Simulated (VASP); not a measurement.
Calculation: r2SCAN+rVV10, VASP's PBE PAW potentials (set 64) (plane waves; VASP 6.6.1).

The input files of a VASP run:

**INCAR**
```
SYSTEM  =  LiH
PREC  =  Accurate; ENCUT  =  520; LREAL  =  .FALSE.
LASPH  =  .TRUE.
EDIFF  =  1E-6; NELM  =  100; ALGO  =  Normal
LMIXTAU  =  .TRUE.
ISMEAR  =  0; SIGMA  =  0.05
METAGGA  =  R2SCAN; LUSE_VDW  =  .TRUE.; BPARAM  =  11.95
CPARAM  =  0.0093
IBRION  =  2; NSW  =  60; ISIF  =  3
EDIFFG  =  -0.01
LWAVE  =  .FALSE.; LCHARG  =  .FALSE.
```

**KPOINTS**
```
Automatic mesh
0
gamma
  10 10 10
0 0 0
```

File POSCAR:
```
LiH
1
    0.0000000000     2.0400000000     2.0400000000
    2.0400000000     0.0000000000     2.0400000000
    2.0400000000     2.0400000000     0.0000000000
Li H
1 1
Direct
  0.0000000000   0.0000000000   0.0000000000
  0.5000000000   0.5000000000   0.5000000000
```

POTCAR, in this order: Li_sv H (PBE.64 set). Program: vasp_std.

The run wrote:

File OSZICAR:
```
       N       E                     dE             d eps       ncg     rms          rms(c)
DAV:   1    -0.191657110103E+01   -0.19166E+01   -0.14943E+03   576   0.630E+02
DAV:   2    -0.718417773383E+01   -0.52676E+01   -0.52666E+01   816   0.716E+01
DAV:   3    -0.728515986629E+01   -0.10098E+00   -0.10098E+00   654   0.100E+01
DAV:   4    -0.728717555386E+01   -0.20157E-02   -0.20157E-02   798   0.118E+00
DAV:   5    -0.728717992108E+01   -0.43672E-05   -0.43672E-05   684   0.517E-02    0.268E+00
DAV:   6    -0.674161046153E+01    0.54557E+00   -0.17178E-01   846   0.356E+00    0.177E+00
DAV:   7    -0.700533340682E+01   -0.26372E+00   -0.82501E-01   690   0.481E+00    0.960E-01
DAV:   8    -0.657672508211E+01    0.42861E+00   -0.21789E-01   606   0.391E+00    0.211E-01
DAV:   9    -0.667464716880E+01   -0.97922E-01   -0.73424E-02   582   0.312E+00    0.875E-02
DAV:  10    -0.670247391775E+01   -0.27827E-01   -0.32725E-02   576   0.177E+00    0.768E-02
DAV:  11    -0.670392180345E+01   -0.14479E-02   -0.10843E-03   684   0.356E-01    0.135E-02
DAV:  12    -0.670383772969E+01    0.84074E-04   -0.40351E-04   564   0.307E-01    0.131E-02
DAV:  13    -0.670412506688E+01   -0.28734E-03   -0.24684E-04   576   0.218E-01    0.119E-03
DAV:  14    -0.670416109995E+01   -0.36033E-04   -0.10595E-05   660   0.486E-02    0.679E-04
DAV:  15    -0.670415960862E+01    0.14913E-05   -0.11949E-06   708   0.112E-02    0.906E-04
DAV:  16    -0.670415939072E+01    0.21790E-06   -0.61389E-08   330   0.342E-03
   1 F= -.67041594E+01 E0= -.67041594E+01  d E =-.670416E+01
       N       E                     dE             d eps       ncg     rms          rms(c)
DAV:   1    -0.670912746069E+01   -0.49679E-02   -0.24850E-02   648   0.168E+00    0.315E-01
DAV:   2    -0.670883570404E+01    0.29176E-03   -0.64919E-03   666   0.815E-01    0.232E-01
DAV:   3    -0.670737946230E+01    0.14562E-02   -0.20083E-03   588   0.446E-01    0.509E-02
DAV:   4    -0.670817713231E+01   -0.79767E-03   -0.16342E-03   564   0.451E-01    0.215E-02
DAV:   5    -0.670837502998E+01   -0.19790E-03   -0.11220E-04   588   0.128E-01    0.909E-03
DAV:   6    -0.670837419015E+01    0.83982E-06   -0.10221E-06   852   0.121E-02
   2 F= -.67083742E+01 E0= -.67083742E+01  d E =-.421480E-02
       N       E                     dE             d eps       ncg     rms          rms(c)
DAV:   1    -0.671517343813E+01   -0.67984E-02   -0.87794E-02   720   0.314E+00    0.594E-01
DAV:   2    -0.671287809446E+01    0.22953E-02   -0.18802E-02   570   0.133E+00    0.421E-01
DAV:   3    -0.671274495268E+01    0.13314E-03   -0.59935E-03   606   0.748E-01    0.103E-01
DAV:   4    -0.671240557801E+01    0.33937E-03   -0.46664E-03   564   0.691E-01    0.314E-02
DAV:   5    -0.671268309133E+01   -0.27751E-03   -0.27643E-04   576   0.194E-01    0.496E-03
DAV:   6    -0.671267755081E+01    0.55405E-05   -0.16549E-06   768   0.171E-02    0.448E-03
DAV:   7    -0.671268432114E+01   -0.67703E-05   -0.48117E-06   696   0.233E-02    0.231E-03
DAV:   8    -0.671268635976E+01   -0.20386E-05   -0.76521E-07   792   0.870E-03    0.204E-03
DAV:   9    -0.671268623834E+01    0.12141E-06   -0.15626E-07   342   0.590E-03
   3 F= -.67126862E+01 E0= -.67126862E+01  d E =-.852685E-02
       N       E                     dE             d eps       ncg     rms          rms(c)
DAV:   1    -0.671663334296E+01   -0.39470E-02   -0.37377E-01   672   0.686E+00    0.119E+00
DAV:   2    -0.671100666157E+01    0.56267E-02   -0.90585E-02   564   0.291E+00    0.875E-01
DAV:   3    -0.671016217295E+01    0.84449E-03   -0.37127E-02   636   0.157E+00    0.251E-01
DAV:   4    -0.670524665262E+01    0.49155E-02   -0.27005E-02   564   0.144E+00    0.918E-02
DAV:   5    -0.670661257948E+01   -0.13659E-02   -0.11044E-03   600   0.414E-01    0.317E-02
DAV:   6    -0.670662014451E+01   -0.75650E-05   -0.12197E-05   732   0.419E-02    0.266E-02
DAV:   7    -0.670659366867E+01    0.26476E-04   -0.40501E-05   606   0.876E-02    0.979E-03
DAV:   8    -0.670658709820E+01    0.65705E-05   -0.92604E-06   678   0.392E-02    0.668E-03
DAV:   9    -0.670656925478E+01    0.17843E-04   -0.40562E-06   630   0.263E-02    0.467E-04
DAV:  10    -0.670656985477E+01   -0.60000E-06   -0.38830E-07   576   0.956E-03
   4 F= -.67065699E+01 E0= -.67065699E+01  d E =-.241046E-02
       N       E                     dE             d eps       ncg     rms          rms(c)
DAV:   1    -0.672218498880E+01   -0.15616E-01   -0.22963E-01   720   0.471E+00    0.960E-01
DAV:   2    -0.671495288764E+01    0.72321E-02   -0.24098E-02   588   0.172E+00    0.629E-01
DAV:   3    -0.671526664397E+01   -0.31376E-03   -0.92031E-03   696   0.816E-01    0.782E-02
DAV:   4    -0.671291337825E+01    0.23533E-02   -0.41391E-03   564   0.731E-01    0.322E-02
DAV:   5    -0.671320668422E+01   -0.29331E-03   -0.41662E-04   588   0.238E-01    0.116E-02
DAV:   6    -0.671323182040E+01   -0.25136E-04   -0.80962E-06   756   0.309E-02    0.608E-03
DAV:   7    -0.671325445532E+01   -0.22635E-04   -0.14009E-05   576   0.600E-02    0.919E-04
DAV:   8    -0.671325091534E+01    0.35400E-05   -0.10810E-06   690   0.149E-02    0.140E-03
DAV:   9    -0.671325413319E+01   -0.32178E-05   -0.30092E-07   600   0.746E-03    0.298E-04
DAV:  10    -0.671325323024E+01    0.90295E-06   -0.10953E-07   312   0.501E-03
   5 F= -.67132532E+01 E0= -.67132532E+01  d E =-.909384E-02
```

File OUTCAR:
```
------------------------ aborting loop because EDIFF is reached ----------------------------------------
  FORCE on cell =-STRESS in cart. coord.  units (eV):
  Direction    XX          YY          ZZ          XY          YZ          ZX
  --------------------------------------------------------------------------------------
  Total       -0.0052934     -0.0052934     -0.0052934     -0.0000000      0.0000000      0.0000000
  in kB       -0.5360970     -0.5360970     -0.5360970     -0.0000000      0.0000000      0.0000000
  external PRESSURE =      -0.5360970 kB  Pullay stress =       0.0000000 kB
  volume of cell :       15.82
      direct lattice vectors                 reciprocal lattice vectors
     0.000000000  1.992460637  1.992460637    -0.250945986  0.250945986  0.250945986
     1.992460637 -0.000000000  1.992460637     0.250945986 -0.250945986  0.250945986
     1.992460637  1.992460637 -0.000000000     0.250945986  0.250945986 -0.250945986
  FREE ENERGIE OF THE ION-ELECTRON SYSTEM (eV)
  ---------------------------------------------------
  free  energy   TOTEN  =        -6.7132532302 eV

  energy  without entropy=       -6.7132532302  energy(sigma->0) =       -6.71325323

 reached required accuracy - stopping structural energy minimisation
```
(Selected blocks of OUTCAR.)

File CONTCAR:
```
LiH
   1.00000000000000
     0.0000000000000000    1.9924606371817819    1.9924606371817819
     1.9924606371817819   -0.0000000000000000    1.9924606371817819
     1.9924606371817819    1.9924606371817819   -0.0000000000000000
  Li              H
     1     1
Direct
     0.0000000000000000    0.0000000000000000    0.0000000000000000
     0.5000000000000000    0.5000000000000000    0.5000000000000000
```

File OUTCAR:
```
 val. band max:       -0.0983278477   @ k =   0.5000   0.5000   0.0000

 cond. band min:       3.4351553106   @ k =   0.5000   0.5000   0.0000


 Fermi energy:         0.1003598477

 k-point     1 :       0.0000    0.0000    0.0000
  band No.  band energies     occupation
      1     -45.7765      2.00000
      2      -5.6301      2.00000
      3      17.7547      0.00000
      4      19.4681      0.00000
      5      19.4681      0.00000
      6      19.4686      0.00000

 k-point     2 :       0.1000    0.0000    0.0000
  band No.  band energies     occupation
      1     -45.7719      2.00000
      2      -5.4489      2.00000
      3      15.9318      0.00000
      4      18.4639      0.00000
      5      19.0076      0.00000
      6      19.0080      0.00000

 k-point     3 :       0.2000    0.0000    0.0000
  band No.  band energies     occupation
      1     -45.7599      2.00000
      2      -4.9200      2.00000
      3      12.3414      0.00000
      4      17.1182      0.00000
      5      18.3138      0.00000
      6      18.3142      0.00000

 k-point     4 :       0.3000    0.0000    0.0000
  band No.  band energies     occupation
      1     -45.7451      2.00000
      2      -4.1103      2.00000
      3       9.0053      0.00000
      4      15.9797      0.00000
      5      17.9438      0.00000
      6      17.9442      0.00000

 k-point     5 :       0.4000    0.0000    0.0000
  band No.  band energies     occupation
      1     -45.7330      2.00000
      2      -3.2321      2.00000
      3       6.5483      0.00000
      4      15.2352      0.00000
      5      17.9976      0.00000
      6      17.9981      0.00000

 k-point     6 :       0.5000    0.0000    0.0000
  band No.  band energies     occupation
      1     -45.7284      2.00000
      2      -2.7992      2.00000
      3       5.5819      0.00000
      4      14.9783      0.00000
      5      18.1985      0.00000
      6      18.1990      0.00000
...
```

Energy and stress use the plane-wave basis of the starting cell.

The compound is LiH in the rock salt structure. This run relaxes it. Symmetry was kept, so distortions that lower it aren't found.
